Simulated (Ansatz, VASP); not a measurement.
# Cross-check of Zr (Zirconium) between VASP and Ansatz, part 2 of 2

One calculation is typed for both programs; each brings its own data sets. How far apart do they land? The structure shown comes from an earlier Ansatz run, which isn't shown and may have moved the atoms alone.

VASP 6.6.1 and Ansatz 0.2.0.

So far: Starting point; Ansatz: elastic constants, LDA, pair 1.

**3. VASP: elastic constants, LDA, pair 1**

Level of this step: LDA; plane waves and PAW (Zr_sv) (VASP).

The same cell, functional (in two slightly different forms), mesh and smearing now go to VASP, with its own data sets.

Lines of VASP's logs that name or quote its potential files are left out, and so is its time.

INCAR reads:

```
SYSTEM = Zr
PREC = Accurate
ENCUT = 500
EDIFF = 1E-08
NELM = 120
ISMEAR = 0
SIGMA = 0.1
LREAL = .FALSE.
ALGO = Normal
GGA = CA
NBANDS = 18
LASPH = .TRUE.
LORBIT = 11
LWAVE = .FALSE.
LCHARG = .FALSE.
ISIF = 3
IBRION = 6
NFREE = 2
POTIM = 0.015
NSW = 1
GGA_COMPAT = .FALSE.
KPAR = 2
```

POSCAR reads:

```
Zr
1.0
    3.1531906213      0.0000000000      0.0000000000
   -1.5765953107      2.7307431810      0.0000000000
    0.0000000000      0.0000000000      5.0620714405
Zr
2
Direct
    0.3333333333      0.6666666667      0.2500000000
    0.6666666667      0.3333333333      0.7500000000
```

KPOINTS reads:

```
Automatic mesh
0
Gamma
12 12 8
0 0 0
```

PAW data sets: Zr_sv (LDA family, release 64).

Launch:

```bash
$ mpirun -np 2 vasp_std
```

Numbers of over 12 decimals in the logs are rounded to 6 here.

Output:

```text
[banner, memory and clock lines left out]
running    2 mpi-ranks, on    1 nodes
 distrk:  each k-point on    1 cores,    2 groups
 distr:  one band on    1 cores,    1 groups

 POSCAR found type information on POSCAR Zr
 POSCAR found :  1 types and       2 ions
 LDA part: xc-table for (Slater(with rela. corr.)+CA(PZ))
 , standard interpolation
 POSCAR, INCAR and KPOINTS ok, starting setup
 FFT: planning ... GRIDC
 FFT: planning ... GRID_SOFT
 FFT: planning ... GRID
 WAVECAR not read
 entering main loop
       N       E                     dE             d eps       ncg     rms          rms(c)
DAV:   1     0.208582659871E+03    0.20858E+03   -0.13182E+04  3420   0.129E+03
DAV:   2    -0.399467785717E+01   -0.21258E+03   -0.20903E+03  4002   0.380E+02
DAV:   3    -0.189300887932E+02   -0.14935E+02   -0.14770E+02  6212   0.735E+01
DAV:   4    -0.192715740507E+02   -0.34149E+00   -0.34061E+00  3972   0.117E+01
DAV:   5    -0.192831300593E+02   -0.11556E-01   -0.11551E-01  5122   0.143E+00    0.163E+01
DAV:   6    -0.186969299513E+02    0.58620E+00   -0.87974E-01  3706   0.732E+00    0.667E+00
DAV:   7    -0.185827667905E+02    0.11416E+00   -0.57465E-01  5004   0.501E+00    0.108E+00
DAV:   8    -0.185856719663E+02   -0.29052E-02   -0.32925E-02  4476   0.149E+00    0.260E-01
DAV:   9    -0.185859279379E+02   -0.25597E-03   -0.12110E-03  4362   0.328E-01    0.303E-02
DAV:  10    -0.185859137034E+02    0.14234E-04   -0.40155E-05  5020   0.406E-02    0.242E-02
DAV:  11    -0.185859145371E+02   -0.83367E-06   -0.82428E-06  3730   0.338E-02    0.215E-03
DAV:  12    -0.185859144674E+02    0.69710E-07   -0.31583E-07  4584   0.384E-03    0.188E-03
DAV:  13    -0.185859144699E+02   -0.24920E-08   -0.25242E-08  2988   0.115E-03
   1 F= -.18585914E+02 E0= -.18580119E+02  d E =-.115914E-01
[... from here on, the cycles between the ionic steps are left out ...]
   2 F= -.18581753E+02 E0= -.18576150E+02  d E =-.112051E-01
   3 F= -.18580861E+02 E0= -.18574804E+02  d E =-.121140E-01
   9 F= -.18584623E+02 E0= -.18578799E+02  d E =-.116473E-01
  10 F= -.18585417E+02 E0= -.18579633E+02  d E =-.115671E-01
  11 F= -.18585417E+02 E0= -.18579633E+02  d E =-.115671E-01
  12 F= -.18585419E+02 E0= -.18579628E+02  d E =-.115821E-01
  13 F= -.18585419E+02 E0= -.18579628E+02  d E =-.115821E-01
  14 F= -.18585848E+02 E0= -.18580050E+02  d E =-.115953E-01
  15 F= -.18585848E+02 E0= -.18580050E+02  d E =-.115953E-01
  16 F= -.18585377E+02 E0= -.18579599E+02  d E =-.115562E-01
 Finite differences progress:
  Degree of freedom:   8/  8
  Displacement:        1/  2
  Total:              15/ 16
 bond charge predicted
       N       E                     dE             d eps       ncg     rms          rms(c)
DAV:   1    -0.185805724493E+02    0.48043E-02   -0.28978E+00  4716   0.177E+01    0.222E-01
DAV:   2    -0.185855212819E+02   -0.49488E-02   -0.62849E-02  4888   0.250E+00    0.112E-01
DAV:   3    -0.185854205275E+02    0.10075E-03   -0.10637E-03  7578   0.227E-01    0.510E-02
DAV:   4    -0.185853787340E+02    0.41794E-04   -0.64360E-05  5288   0.608E-02    0.828E-03
DAV:   5    -0.185853770507E+02    0.16833E-05   -0.59373E-06  6910   0.166E-02    0.293E-03
DAV:   6    -0.185853768236E+02    0.22702E-06   -0.53846E-07  5532   0.821E-03    0.720E-04
DAV:   7    -0.185853768068E+02    0.16888E-07   -0.53033E-08  5510   0.213E-03    0.329E-04
DAV:   8    -0.185853768037E+02    0.30750E-08   -0.11171E-08  2826   0.118E-03
  17 F= -.18585377E+02 E0= -.18579599E+02  d E =-.115562E-01
 Finite differences progress:
  Degree of freedom:   8/  8
  Displacement:        2/  2
  Total:              16/ 16
```

From OUTCAR (step 3):

```text
ion  position               nearest neighbor table
   1  0.333  0.667  0.250-   2 3.12   2 3.12   2 3.12   2 3.12   2 3.12   2 3.12
   2  0.667  0.333  0.750-   1 3.12   1 3.12   1 3.12   1 3.12   1 3.12   1 3.12

  LATTYP: Found a hexagonal cell.
 ALAT       =     3.1531906213
 C/A-ratio  =     1.6053807234

 Subroutine GETGRP returns: Found 24 space group operations
 (whereof 12 operations were pure point group operations)

The static configuration has the point symmetry D_3d.
 The point group associated with its full space group is D_6h.

 Found     95 irreducible k-points:

   k-points           NKPTS =     95   k-points in BZ     NKDIM =     95   number of bands    NBANDS=     18

   dimension x,y,z NGX =    24 NGY =   24 NGZ =   40
   dimension x,y,z NGXF=    48 NGYF=   48 NGZF=   80

   ENCUT  =  500.0 eV  36.75 Ry    6.06 a.u.   5.75  5.75  9.23*2*pi/ulx,y,z

   NELECT =      24.0000    total number of electrons

 k-points in reciprocal lattice and weights: Automatic mesh
   0.00000000  0.00000000  0.00000000       0.001
   0.08333333  0.00000000  0.00000000       0.005
   0.16666667  0.00000000  0.00000000       0.005
   0.25000000  0.00000000  0.00000000       0.005
   0.33333333  0.00000000  0.00000000       0.005
   0.41666667  0.00000000  0.00000000       0.005
   0.50000000  0.00000000  0.00000000       0.003
   0.08333333  0.08333333  0.00000000       0.005
   0.16666667  0.08333333  0.00000000       0.010
[...]
0.33333333  0.25000000  0.50000000       0.010
   0.33333333  0.33333333  0.50000000       0.002

 average (electrostatic) potential at core
       1 -73.5317       2 -73.5316

 E-fermi :   9.5500

 k-point     1 :       0.0000    0.0000    0.0000
  band No.  band energies     occupation
    ...
      6     -16.4460      2.00000
      7     -16.4351      2.00000
      8     -16.4351      2.00000
      9       3.8120      2.00000
     10       6.3289      2.00000
     11      10.3989      0.00000
     12      10.3989      0.00000
     13      10.4825      0.00000
     14      11.0166      0.00000
     15      11.1349      0.00000
    ...

 k-point     2 :       0.0833    0.0000    0.0000
  band No.  band energies     occupation
    ...
      6     -16.4982      2.00000
      7     -16.4568      2.00000
      8     -16.4431      2.00000
      9       4.0240      2.00000
     10       6.5245      2.00000
     11       9.9054      0.00000
     12      10.5421      0.00000
     13      10.5966      0.00000
     14      10.8509      0.00000
     15      10.9734      0.00000
    ...

 k-point     3 :       0.1667    0.0000    0.0000
  band No.  band energies     occupation
    ...
      8     -16.4665      2.00000
      9       4.6142      2.00000
     10       7.0134      2.00000
     11       9.3008      1.99958
     12       9.5688      0.79117
     13      10.5027      0.00000
     14      11.1735      0.00000
     15      11.2212      0.00000
     16      11.2629      0.00000
     17      11.4146      0.00000
    ...

  Total        0.0272767      0.0272767      0.0439358     -0.0000000      0.0000000     -0.0000000
  in kB        1.0026364      1.0026364      1.6149898     -0.0000000      0.0000000     -0.0000000
  external PRESSURE =       1.2067542 kB  Pullay stress =       0.0000000 kB

  energy-cutoff  :      500.00
  volume of cell :       43.59
      direct lattice vectors                 reciprocal lattice vectors
     3.153190621  0.000000000  0.000000000     0.317139089  0.183100338  0.000000000
    -1.576595311  2.730743181  0.000000000     0.000000000  0.366200676  0.000000000
     0.000000000  0.000000000  5.062071440     0.000000000  0.000000000  0.197547587

 POSITION                                       TOTAL-FORCE (eV/Angst)
 -----------------------------------------------------------------------------------
     -0.00000      1.82050      1.25052         0.000000      0.000000      0.072012
      1.57660      0.91025      3.79655        -0.000000     -0.000000     -0.072012
 -----------------------------------------------------------------------------------
    total drift:                               -0.000000      0.000000     -0.000449

  FREE ENERGIE OF THE ION-ELECTRON SYSTEM (eV)
  ---------------------------------------------------
  free  energy   TOTEN  =       -18.5853768037 eV

  energy  without entropy=      -18.5738206370  energy(sigma->0) =      -18.57959872

  SYMMETRIZED ELASTIC MODULI (kBar)
 Direction    XX          YY          ZZ          XY          YZ          ZX
 --------------------------------------------------------------------------------
 XX        1498.3234    658.0254    815.3329     -0.0000      0.0000      0.0000
 YY         658.0254   1498.3234    815.3329     -0.0000      0.0000      0.0000
 ZZ         815.3329    815.3329   1678.4884     -0.0000      0.0000     -0.0000
 XY          -0.0000     -0.0000     -0.0000    420.1490     -0.0000     -0.0000
 YZ           0.0000      0.0000      0.0000      0.0000    164.0841     -0.0000
 ZX           0.0000      0.0000     -0.0000     -0.0000     -0.0000    164.0841
 --------------------------------------------------------------------------------

 Eigenvectors and eigenvalues of the dynamical matrix
 ----------------------------------------------------

   1 f  =    5.071782 THz    31.866948 2PiTHz  169.176449 cm-1    20.975197 meV
             X         Y         Z           dx          dy          dz
     -0.000000  1.820495  1.265518     0.000000   -0.000000    0.707107
      1.576595  0.910248  3.796554    -0.000000   -0.000000   -0.707107

   2 f  =    1.776872 THz    11.164414 2PiTHz   59.270061 cm-1     7.348548 meV
             X         Y         Z           dx          dy          dz
     -0.000000  1.820495  1.265518     0.587693   -0.393213   -0.000000
      1.576595  0.910248  3.796554    -0.587693    0.393213   -0.000000

   3 f  =    1.776872 THz    11.164414 2PiTHz   59.270061 cm-1     7.348548 meV
             X         Y         Z           dx          dy          dz
     -0.000000  1.820495  1.265518     0.393213    0.587693    0.000000
      1.576595  0.910248  3.796554    -0.393213   -0.587693    0.000000

   4 f  =    0.000000 THz     0.000000 2PiTHz    0.000001 cm-1     0.000000 meV
             X         Y         Z           dx          dy          dz
     -0.000000  1.820495  1.265518    -0.115847    0.463383   -0.521398
      1.576595  0.910248  3.796554    -0.115847    0.463383   -0.521398

   5 f  =    0.000000 THz     0.000000 2PiTHz    0.000001 cm-1     0.000000 meV
             X         Y         Z           dx          dy          dz
     -0.000000  1.820495  1.265518    -0.685766    0.021094    0.171114
      1.576595  0.910248  3.796554    -0.685766    0.021094    0.171114

   6 f/i=    0.000000 THz     0.000000 2PiTHz    0.000000 cm-1     0.000000 meV
             X         Y         Z           dx          dy          dz
     -0.000000  1.820495  1.265518    -0.127688   -0.533696   -0.445942
      1.576595  0.910248  3.796554    -0.127688   -0.533696   -0.445942

 ELASTIC MODULI CONTR FROM IONIC RELAXATION (kBar)
 Direction    XX          YY          ZZ          XY          YZ          ZX
 --------------------------------------------------------------------------------
 XX        -120.4235    120.4235     -0.0000      0.0000      0.0000      0.0000
 YY         120.4235   -120.4235      0.0000      0.0000      0.0000     -0.0000
 ZZ          -0.0000      0.0000     -0.0000      0.0000      0.0000      0.0000
 XY           0.0000      0.0000      0.0000   -120.4235      0.0000      0.0000
 YZ           0.0000      0.0000      0.0000      0.0000      0.0000      0.0000
 ZX           0.0000     -0.0000      0.0000      0.0000      0.0000     -0.0000
 --------------------------------------------------------------------------------

 TOTAL ELASTIC MODULI (kBar)
 Direction    XX          YY          ZZ          XY          YZ          ZX
 --------------------------------------------------------------------------------
 XX        1377.8999    778.4489    815.3329     -0.0000      0.0000      0.0000
 YY         778.4489   1377.8999    815.3329     -0.0000      0.0000      0.0000
 ZZ         815.3329    815.3329   1678.4884     -0.0000      0.0000     -0.0000
 XY          -0.0000     -0.0000     -0.0000    299.7255     -0.0000     -0.0000
 YZ           0.0000      0.0000      0.0000      0.0000    164.0841     -0.0000
 ZX           0.0000      0.0000     -0.0000     -0.0000     -0.0000    164.0841
 --------------------------------------------------------------------------------

 total charge
# of ion       s       p       d       tot
------------------------------------------
    1        2.249   5.958   1.721   9.928
    2        2.249   5.958   1.721   9.928
--------------------------------------------------
tot          4.498  11.917   3.442  19.856

[... 3 further parts left out ...]
```

CONTCAR:

```
Zr
   1.00000000000000
     3.1531906212999998    0.0000000000000000    0.0000000000000000
    -1.5765953106999999    2.7307431809999998    0.0000000000000000
     0.0000000000000000    0.0000000000000000    5.0620714404999996
  Zr
     2
Direct
     0.3333333332999970    0.6666666667000030    0.2470367861899400
     0.6666666667000030    0.3333333332999970    0.7500000000000000
```

Levels, forces or a CONTCAR printed for this step are those of its last displaced cell, not of the structure at rest.

**4. Differences**

Known differences besides the potentials themselves: the two LDA forms differ slightly; the cutoff is 420 eV in Ansatz and 500 eV in VASP; VASP's log shows a relativistic correction to its local exchange, Ansatz's none; VASP takes each elastic constant from one size of strain, Ansatz from those that its log lists. Total energies have different zeros and are not compared.

Both answers:

```csv
quantity,Ansatz,VASP,difference
C11 (GPa),139.6,137.8,+1.32 %
C22 (GPa),139.6,137.8,+1.32 %
C33 (GPa),166.8,167.8,-0.63 %
C12 (GPa),78.2,77.8,+0.40 %
C13 (GPa),81.4,81.5,-0.21 %
C23 (GPa),81.4,81.5,-0.21 %
C44 (GPa),16.6,16.4,+1.31 %
C55 (GPa),16.6,16.4,+1.31 %
C66 (GPa),30.7,30.0,+2.53 %
```

**5. Ansatz: elastic constants, LDA, pair 2**

Elastic constants are differences of stresses under small strains, so they test the stress and the mesh. The cell compared in this pair holds 43.63 Å³, against 43.59 Å³ for the pair before.

The structure shown comes from an earlier Ansatz run, which isn't shown and may have moved the atoms alone.

input.yaml reads:

```yaml
crystal:
  lattice:
    - [3.1544387896, 0.0, 0.0]
    - [-1.5772193948, 2.7318241264, 0.0]
    - [0.0, 0.0, 5.0634777737]
  atoms:
    - { symbol: Zr, position: [0.3333333333, 0.6666666667, 0.25] }
    - { symbol: Zr, position: [0.6666666667, 0.3333333333, 0.75] }
kpoints:
  mp_grid: { grid: [12, 12, 8] }
hamiltonian:
  xc: lda
scf:
  occupations: { method: gaussian, width: 0.1 }
output:
  forces: true
  stress: true
  eigenvalues: true
basis:
  ecutwfc: 290.0
elastic:
  mode: relaxed_ion
  stencil: two_point
```

Launch:

```bash
$ ansatz run input.yaml --threads 4 --pin off --max-ram 8192MiB --backend cpu --events-out ev --progress --plain --runs-dir out
```

Output:

```text
Warning: basis.ecutwfc = 290 eV is below the records' recommended 420 eV, and the density's cutoff is lower with it unless basis.ecutrho_ratio is high enough to keep the records' density cutoff: compare with a run at a higher cutoff
[...]
Crystal: 2 atoms, lattice volume = 43.634 Å³
Basis set: ecut = 290 eV, 513 PW (Γ)
[...]
2.000e-3       0.3318       -8154.8552925       5   20622    513   relax 0 steps, max|allowed force component| 7.40e-17 eV/Å
[...]
δ    σ_23 (GPa)             F (eV)   n_scf  n_hpsi   n_pw
    -2.000e-3      -0.0331       -8154.8553624       6   67586    513   relax 1 steps, max|allowed force component| 3.87e-5 eV/Å
     2.000e-3       0.0331       -8154.8553624       6   67610    513   relax 1 steps, max|allowed force component| 3.87e-5 eV/Å
[key lines of the parts left out:]
SCF converged after 9 iterations
Free energy (F): -8154.855334 eV
Fermi energy:    14.819253 eV
P = ⅓ Tr σ = -0.0077 GPa (-0.077 kbar)
```

**6. VASP: elastic constants, LDA, pair 2**

The same cell, functional (in two slightly different forms), mesh and smearing now go to VASP, with its own data sets.

INCAR is that of step 3.

POSCAR reads:

```
Zr
1.0
    3.1544387896      0.0000000000      0.0000000000
   -1.5772193948      2.7318241264      0.0000000000
    0.0000000000      0.0000000000      5.0634777737
Zr
2
Direct
    0.3333333333      0.6666666667      0.2500000000
    0.6666666667      0.3333333333      0.7500000000
```

KPOINTS is that of step 3.

Launch:

```bash
$ mpirun -np 2 vasp_std
```

Output:

```text
[... set-up lines as in an earlier step ...]
 entering main loop
       N       E                     dE             d eps       ncg     rms          rms(c)
DAV:   1     0.208501900187E+03    0.20850E+03   -0.13154E+04  3420   0.129E+03
DAV:   2    -0.393580610390E+01   -0.21244E+03   -0.20903E+03  4024   0.378E+02
DAV:   3    -0.189459314083E+02   -0.15010E+02   -0.14855E+02  6176   0.736E+01
DAV:   4    -0.192756502420E+02   -0.32972E+00   -0.32925E+00  4020   0.114E+01
[...]
DAV:  11    -0.185859437644E+02   -0.82648E-06   -0.83252E-06  3752   0.340E-02    0.215E-03
DAV:  12    -0.185859436975E+02    0.66892E-07   -0.31803E-07  4514   0.389E-03    0.186E-03
DAV:  13    -0.185859437003E+02   -0.27649E-08   -0.24983E-08  2968   0.116E-03
   1 F= -.18585944E+02 E0= -.18580143E+02  d E =-.116012E-01
[... from here on, the cycles between the ionic steps are left out ...]
   2 F= -.18581344E+02 E0= -.18575739E+02  d E =-.112095E-01
   3 F= -.18581337E+02 E0= -.18575279E+02  d E =-.121161E-01
   9 F= -.18584653E+02 E0= -.18578826E+02  d E =-.116532E-01
  10 F= -.18585443E+02 E0= -.18579654E+02  d E =-.115776E-01
  11 F= -.18585443E+02 E0= -.18579654E+02  d E =-.115776E-01
  12 F= -.18585445E+02 E0= -.18579648E+02  d E =-.115926E-01
  13 F= -.18585445E+02 E0= -.18579648E+02  d E =-.115925E-01
  14 F= -.18585877E+02 E0= -.18580074E+02  d E =-.116050E-01
  15 F= -.18585877E+02 E0= -.18580074E+02  d E =-.116050E-01
  16 F= -.18585409E+02 E0= -.18579626E+02  d E =-.115664E-01
  17 F= -.18585409E+02 E0= -.18579626E+02  d E =-.115664E-01
 Finite differences progress:
  Degree of freedom:   8/  8
  Displacement:        2/  2
  Total:              16/ 16
```

Parts of OUTCAR (step 6):

```text
  Total       -0.0023246     -0.0023246      0.0137522     -0.0000000      0.0000000      0.0000000
  in kB       -0.0853562     -0.0853562      0.5049639     -0.0000000      0.0000000      0.0000000
  external PRESSURE =       0.1114172 kB  Pullay stress =       0.0000000 kB

 POSITION                                       TOTAL-FORCE (eV/Angst)
 -----------------------------------------------------------------------------------
     -0.00000      1.82122      1.25087         0.000000      0.000000      0.071574
      1.57722      0.91061      3.79761        -0.000000     -0.000000     -0.071574
 -----------------------------------------------------------------------------------
    total drift:                               -0.000000      0.000000     -0.000448

  FREE ENERGIE OF THE ION-ELECTRON SYSTEM (eV)
  ---------------------------------------------------
  free  energy   TOTEN  =       -18.5854092856 eV

  energy  without entropy=      -18.5738428744  energy(sigma->0) =      -18.57962608

[... 1 part as in an earlier step ...]

[... 2 further parts left out ...]
[key lines of the parts left out:]
E-fermi :   9.5374
```

Levels, forces or a CONTCAR printed for this step are those of its last displaced cell, not of the structure at rest.

**7. Differences**

What differs besides the data sets and the points named for the pairs above, as far as they apply: the cutoff is 290 eV in Ansatz and 500 eV in VASP; Ansatz's log warns that its cutoff lies below the recommended one. Total energies have different zeros and are not compared.

Both answers:

```csv
quantity,Ansatz,VASP,difference
C11 (GPa),138.2,137.7,+0.33 %
C22 (GPa),138.2,137.7,+0.33 %
C33 (GPa),168.1,167.4,+0.40 %
C12 (GPa),78.5,77.7,+0.98 %
C13 (GPa),81.2,81.2,-0.06 %
C23 (GPa),81.2,81.2,-0.06 %
C44 (GPa),16.6,16.5,+0.37 %
C55 (GPa),16.6,16.5,+0.37 %
C66 (GPa),29.9,30.0,-0.52 %
```

**8. Outcome**

```
difference in C66 (elastic constants, LDA, pair 1) : 2.5 %
difference in C12 (elastic constants, LDA, pair 2) : 0.98 %
```

What this shows: The difference in C66 is 2.5 % (elastic constants, LDA, pair 1), within the 5 % picked in this series as the mark of a large difference. Such differences can come from data sets, numerical settings and the points named under the comparisons, not from the functional's error against experiment.

[Lines on the potential files, build, host, timing and source positions are cut from VASP's logs without a mark.]

[Logs are printed without paths, hosts, clocks, repeated set-up lines and the standing remarks that a program may print on its own settings, such as how far it seeks lower states.]

[Hosts, paths, dates, database ids (printed as entryN), source tags and the programs' standing remarks are cut or masked in the printed files.]
